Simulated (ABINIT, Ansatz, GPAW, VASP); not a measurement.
# Code comparison for CsBr (Pm-3m, 2 atoms in the cell)

Self-consistent single point, at a second geometry (lattice scaled by 0.98). First geometry:

```yaml
crystal:
  lattice:
    - [4.29000, 0.00000, 0.00000]
    - [0.00000, 4.29000, 0.00000]
    - [0.00000, 0.00000, 4.29000]
  atoms:
    - { symbol: Cs, position: [0.00000, 0.00000, 0.00000] }
    - { symbol: Br, position: [0.50000, 0.50000, 0.50000] }
```

Shared settings, as Ansatz (a quantum-chemistry and plane-wave program) writes them: kpoints.mp_grid.grid = 8 8 8; scf.occupations.method = fermi_dirac; scf.occupations.width = 0.01 eV. Potentials and cutoffs stand in the table.

| code | model | ΔF from the first geometry (meV/atom) | pressure (GPa) | gap on the mesh (eV) | cutoff |
|---|---|---|---|---|---|
| ABINIT | PBE, PAW (JTH v2.0 PBE PAW) | 24.2 | 2.11 | 4.738 | 21 Ha |
| GPAW | PBE, GPAW PAW datasets PBE (gpaw-data 1.0.1) | 23.7 | 2.27 | 4.755 | 600 eV |
| Ansatz | PBE, default PAW files | 22.7 | 2.20 | 4.754 | 420 eV |
| VASP | PBE, VASP's PBE PAW potentials (set 64) | 23.8 | 2.24 | 4.741 | 300 eV |

Gaps are read on the mesh.

The spread over the programs that give each value: ΔF from the first geometry within 1.5 meV/atom; pressure within 0.16 GPa; gap on the mesh within 0.017 eV.

Ansatz's pressure is given at a fixed set of plane waves, as the other plane-wave codes print theirs.

VASP's run is marked for a possible Pulay error in its stress at this cutoff; no cutoff test was made.

The starting cell has typed, rounded lattice constants, without a prior relaxation at this level. For this run, on top of that: lattice scaled by 0.98.

Left out of this page: Quantum ESPRESSO, CP2K, FLEUR and SIESTA (not drawn, or without a comparable value).

Keys are those of Ansatz 0.2.
